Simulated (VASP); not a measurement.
# FeCu (Cmmm) in VASP: single point with LDA

Aim: the single point of FeCu with LDA.

Everything below comes from runs of VASP 6.6.1. Logs are shortened: lines on timing, memory, paths and dates and some standing lists are left out, and cuts for length are marked.

### Step 1. The structure

The structure is orthorhombic, space group Cmmm (No. 65). The conventional cell has a = 2.877 Å, b = 3.976 Å, c = 4.138 Å, α = 90.00°, β = 90.00°, γ = 90.00°. Fe (site symmetry mmm) has 4 Fe at 2.45 Å and 4 Cu at 2.52 Å as nearest neighbours. Around Cu (site symmetry mmm) lie 4 Cu at 2.45 Å and 4 Fe at 2.52 Å.

The cell comes from a database or a generator and needn't be the stable form of this composition.

### Step 2. Single point, LDA, collinear spin, typed start

INCAR

```
  ALGO = Normal
  EDIFF = 1E-6
  ENCUT = 520
  ISIF = 2
  ISMEAR = -1
  ISPIN = 2
  LASPH = T
  LCHARG = T
  LELF = T
  LMAXMIX = 4
  LORBIT = 11
  LREAL = F
  LVHAR = T
  LWAVE = F
  MAGMOM = 3 0
  NBANDS = 20
  NELM = 150
  PREC = Accurate
  SIGMA = 0.03
```

KPOINTS

```
k-points
0
Gamma
  11 11 6
```

POSCAR

```
FeCu
1.0
    1.4382720000     -1.9879340000      0.0000000000
    1.4382720000      1.9879340000      0.0000000000
    0.0000000000      0.0000000000      4.1381350000
Fe Cu
1 1
Direct
    0.0000000000      0.0000000000      0.0000000000
    0.5000000000      0.5000000000      0.5000000000
```

Potentials or basis: VASP PAW LDA potentials, release 64 (Fe, Cu).

On the command line:

```bash
cat potpaw_LDA.64/Fe/POTCAR potpaw_LDA.64/Cu/POTCAR > POTCAR
mpirun -np 1 vasp_std > vasp.out
```

OUTCAR:

```text
EDIFF = 1E-6
   ENCUT = 520
   ISIF = 2
   ISMEAR = -1
   ISPIN = 2
   LASPH = T
   LORBIT = 11
   LREAL = F
   NELM = 150
   PREC = Accurate

 ion  position               nearest neighbor table
   1  0.000  0.000  0.000-   2 2.52   2 2.52   2 2.52   2 2.52   2 2.87   2 2.87   2 2.87   2 2.87

   2  0.500  0.500  0.500-   1 2.52   1 2.52   1 2.52   1 2.52   1 2.87   1 2.87   1 2.87   1 2.87

  LATTYP: Found a base centered orthorhombic cell.
 ALAT       =     2.8765440000
 B/A-ratio  =     1.3821683242
 C/A-ratio  =     1.4385787250

  Lattice vectors:

 A1 = (   1.4382720000,  -1.9879340000,   0.0000000000)
 A2 = (   1.4382720000,   1.9879340000,   0.0000000000)
 A3 = (   0.0000000000,   0.0000000000,   4.1381350000)

Analysis of symmetry for initial positions (statically):
=====================================================================
 Subroutine PRICEL returns:
 Original cell was already a primitive cell.

 Routine SETGRP: Setting up the symmetry group for a
 base centered orthorhombic supercell.

 Subroutine GETGRP returns: Found  8 space group operations
 (whereof  8 operations were pure point group operations)
 out of a pool of  8 trial point group operations.

The static configuration has the point symmetry D_2h.

Analysis of symmetry for dynamics (positions and initial velocities):
=====================================================================
 Subroutine PRICEL returns:
 Original cell was already a primitive cell.

 Routine SETGRP: Setting up the symmetry group for a
 base centered orthorhombic supercell.

 Subroutine GETGRP returns: Found  8 space group operations
 (whereof  8 operations were pure point group operations)
 out of a pool of  8 trial point group operations.

The dynamic configuration has the point symmetry D_2h.

Analysis of structural, dynamic, and magnetic symmetry:
=====================================================================
 Subroutine PRICEL returns:
 Original cell was already a primitive cell.

 Routine SETGRP: Setting up the symmetry group for a
 base centered orthorhombic supercell.

 Subroutine GETGRP returns: Found  8 space group operations
 (whereof  8 operations were pure point group operations)
 out of a pool of  8 trial point group operations.

The overall configuration has the point symmetry D_2h.

 Subroutine INISYM returns: Found  8 space group operations
 (whereof  8 operations are pure point group operations),
 and found     1 'primitive' translations

----------------------------------------------------------------------------------------

                                     Primitive cell

  volume of cell :      23.6634

  direct lattice vectors                    reciprocal lattice vectors
     1.438272000 -1.987934000  0.000000000     0.347639389 -0.251517405  0.000000000
     1.438272000  1.987934000  0.000000000     0.347639389  0.251517405  0.000000000
     0.000000000  0.000000000  4.138135000     0.000000000  0.000000000  0.241654755

  length of vectors
     2.453672336  2.453672336  4.138135000     0.429085248  0.429085248  0.241654755

  position of ions in fractional coordinates (direct lattice)
     0.000000000  0.000000000  0.000000000
     0.500000000  0.500000000  0.500000000

  ion indices of the primitive-cell ions
   primitive index   ion index
                 1           1
                 2           2

----------------------------------------------------------------------------------------

 KPOINTS: k-points

Automatic generation of k-mesh.
 Grid dimensions read from file:
 generate k-points for:   11   11    6

 Generating k-lattice:

  Cartesian coordinates                     Fractional coordinates (reciprocal lattice)
     0.031603581 -0.022865219  0.000000000     0.090909091 -0.000000000  0.000000000
     0.031603581  0.022865219  0.000000000    -0.000000000  0.090909091  0.000000000
     0.000000000  0.000000000  0.040275793     0.000000000  0.000000000  0.166666667

  Length of vectors
     0.039007750  0.039007750  0.040275793

  Shift w.r.t. Gamma in fractional coordinates (k-lattice)
     0.000000000  0.000000000  0.000000000

 Subroutine IBZKPT returns following result:
 ===========================================

 Found    144 irreducible k-points:

 Following reciprocal coordinates:
            Coordinates               Weight
  0.000000  0.000000  0.000000      1.000000
  0.090909  0.000000  0.000000      4.000000
  0.181818 -0.000000  0.000000      4.000000
  0.272727  0.000000  0.000000      4.000000
  0.363636 -0.000000  0.000000      4.000000
  0.454545  0.000000  0.000000      4.000000
[... 16 lines left out ...]
 -0.272727  0.181818  0.000000      4.000000
 -0.181818  0.181818  0.000000      2.000000
 [... further k-points ...]
   k-points           NKPTS =    144   k-points in BZ     NKDIM =    144   number of bands    NBANDS=     20
   number of dos      NEDOS =    301   number of ions     NIONS =      2
   total plane-waves  NPLWV =  10368
   dimension x,y,z NGX =    18 NGY =   18 NGZ =   32
   dimension x,y,z NGXF=    36 NGYF=   36 NGZF=   64
   ions per type =               1   1
   NGX,Y,Z   is equivalent  to a cutoff of  12.20, 12.20, 12.86 a.u.
   NGXF,Y,Z  is equivalent  to a cutoff of  24.39, 24.39, 25.71 a.u.
 SYSTEM =  unknown system
   PREC   = accura    normal or accurate (medium, high low for compatibility)
   ISTART =      0    job   : 0-new  1-cont  2-samecut
   ICHARG =      2    charge: 1-file 2-atom 10-const
   ISPIN  =      2    spin polarized calculation?
   LNONCOLLINEAR =      F non collinear calculations
   LSORBIT =      F    spin-orbit coupling
   LASPH  =      T    aspherical Exc in radial PAW
   ENCUT  =  520.0 eV  38.22 Ry    6.18 a.u.   4.56  4.56  7.69*2*pi/ulx,y,z
   NELM   =    150;   NELMIN=  2; NELMDL= -5     # of ELM steps
   EDIFF  = 0.1E-05   stopping-criterion for ELM
   LREAL  =      F    real-space projection
   EDIFFG = 0.1E-04   stopping-criterion for IOM
   NSW    =      0    number of steps for IOM
   IBRION =     -1    ionic relax: 0-MD 1-quasi-New 2-CG
   NFREE  =      0    steps in history (QN), initial steepest desc. (CG)
   ISIF   =      2    stress and relaxation
   ISYM   =      2    0-nonsym 1-usesym 2-fastsym
   POTIM  = 0.5000    time-step for ionic-motion
   TEBEG  =    0.0;   TEEND  =   0.0 temperature during run
   PSTRESS=    0.0 pullay stress
   NELECT =      19.0000    total number of electrons
   NUPDOWN=      -1.0000    fix difference up-down
   EMIN   =  10.00;   EMAX   =-10.00  energy-range for DOS
   EFERMI =   0.00;   METHOD = LEGACY
   ISMEAR =    -1;   SIGMA  =   0.03  broadening in eV -4-tet -1-fermi 0-gaus
   EFERMI_NEDOS =   21; number of points for ismear=-14 and -15
   IALGO  =     38    algorithm
   IMIX   =      4    mixing-type and parameters
     AMIX     =   0.40;   BMIX     =  1.00
     AMIX_MAG =   1.60;   BMIX_MAG =  1.00
  volume/ion in A,a.u.               =      11.83        79.84
  Fermi-wavevector in a.u.,A,eV,Ry     =   1.521599  2.875405 31.501064  2.315263
  Thomas-Fermi vector in A             =   2.630292
   LORBIT       =     11    0 simple, 1 ext, 2 COOP (PROOUT), +10 PAW based schemes
   GGA     = CA    functional components
   LHFCALC =     F    Hartree Fock is set to
   AEXX    =    0.0000 exact exchange contribution
   IVDW    =     0    specifies the selected vdW correction
   LEPSILON=     F    determine dielectric tensor
   LRPA    =     F    only Hartree local field effects (RPA)
 spin polarized calculation
  energy-cutoff  :      520.00
  volume of cell :       23.66
 maximum number of plane-waves:       652
   NGX =  9   NGY =  9   NGZ = 15

 number of electron      18.9999983 magnetization       2.4154315

 Free energy of the ion-electron system (eV)
  ---------------------------------------------------
  ext. energy  EPLUGINS =         0.00000000
  ---------------------------------------------------
  free energy    TOTEN  =       -13.43011390 eV

  energy without entropy =      -13.42478710  energy(sigma->0) =      -13.42745050

 E-fermi :   6.4218     XC(G=0): -13.1412

 val. band max:        6.4205940883   @ k =  -0.2727   0.2727   0.3333
 cond. band min:       6.4243966891   @ k =   0.3636   0.2727   0.5000
 fundamental gap:      0.0038026008
 Fermi energy:         6.4218351283

 spin component 1

 k-point     1 :       0.0000    0.0000    0.0000
  band No.  band energies     occupation
      1      -2.5672      1.00000
      2       1.3212      1.00000
      3       2.5029      1.00000
      4       3.4401      1.00000
      5       3.4446      1.00000
      6       3.6361      1.00000
[... 12 lines left out ...]
     19      31.5729      0.00000
     20      31.7623      0.00000
[... 507 lines left out ...]
 k-point    24 :      -0.1818    0.1818    0.0000
  band No.  band energies     occupation
      1      -1.2676      1.00000
      2       1.9552      1.00000
      3       2.9969      1.00000
      4       3.0930      1.00000
      5       3.1889      1.00000
      6       3.3613      1.00000
[... 12 lines left out ...]
     19      30.1698      0.00000
     20      31.9162      0.00000

 [... further k-points ...]

 spin component 2

 k-point     1 :       0.0000    0.0000    0.0000
  band No.  band energies     occupation
      1      -2.3954      1.00000
      2       1.7488      1.00000
      3       2.6535      1.00000
      4       3.7907      1.00000
      5       3.9868      1.00000
      6       4.2739      1.00000
[... 12 lines left out ...]
     19      31.6659      0.00000
     20      32.0761      0.00000
[... 507 lines left out ...]
 k-point    24 :      -0.1818    0.1818    0.0000
  band No.  band energies     occupation
      1      -1.0861      1.00000
      2       2.3456      1.00000
      3       3.2149      1.00000
      4       3.3021      1.00000
      5       3.5744      1.00000
      6       3.5838      1.00000
[... 12 lines left out ...]
     19      30.6858      0.00000
     20      32.2131      0.00000

 [... further k-points ...]

------------------------ aborting loop because EDIFF is reached ----------------------------------------

  FORCE on cell =-STRESS in cart. coord.  units (eV):
  Direction    XX          YY          ZZ          XY          YZ          ZX
  --------------------------------------------------------------------------------------
  -------------------------------------------------------------------------------------
  Total       -2.2385521     -2.5572443     -1.9341172      0.0000000      0.0000000      0.0000000
  in kB     -151.5654315   -173.1430872   -130.9530856      0.0000000      0.0000000      0.0000000
  external PRESSURE =    -151.8872014 kB  Pullay stress =       0.0000000 kB

 VOLUME and BASIS-vectors are now :
 -----------------------------------------------------------------------------
  energy-cutoff  :      520.00
  volume of cell :       23.66
      direct lattice vectors                 reciprocal lattice vectors
     1.438272000 -1.987934000  0.000000000     0.347639389 -0.251517405  0.000000000
     1.438272000  1.987934000  0.000000000     0.347639389  0.251517405  0.000000000
     0.000000000  0.000000000  4.138135000     0.000000000  0.000000000  0.241654755

 POSITION                                       TOTAL-FORCE (eV/Angst)
 -----------------------------------------------------------------------------------
      0.00000      0.00000      0.00000         0.000000     -0.000000      0.000000
      1.43827      0.00000      2.06907        -0.000000      0.000000      0.000000
 -----------------------------------------------------------------------------------
    total drift:                               -0.000000     -0.000000     -0.000000

  FREE ENERGIE OF THE ION-ELECTRON SYSTEM (eV)
  ---------------------------------------------------
  free  energy   TOTEN  =       -13.4301139045 eV

  energy  without entropy=      -13.4247871005  energy(sigma->0) =      -13.42745050

 total charge

# of ion       s       p       d       tot
------------------------------------------
    1        0.454   0.451   6.239   7.143
    2        0.470   0.437   9.146  10.053
--------------------------------------------------
tot          0.924   0.888  15.385  17.197

 magnetization (x)

# of ion       s       p       d       tot
------------------------------------------
    1        0.001   0.001   2.341   2.343
    2       -0.014  -0.035   0.105   0.056
--------------------------------------------------
tot         -0.013  -0.034   2.446   2.399
```

Run time: 83 s. Hardware: 1 thread of Intel Xeon Platinum 8488C (Sapphire Rapids), shared host; peak memory 0.21 GiB.

Results:

```yaml
Free_energy: -13.4301 eV
Pressure: -15.2 GPa
Band_gap_on_the_k_mesh: none (metal or under the smearing width)
Net_moment: 2.42 μB per cell
Site_moments: Fe +2.34; Cu +0.06 μB
Valence_electrons_inside_the_program's_atomic_spheres: Fe 7.14; Cu 10.05
```

Caveat: so large a pressure means that the cell lies far from this level's equilibrium, or that cutoff or potentials fall short.
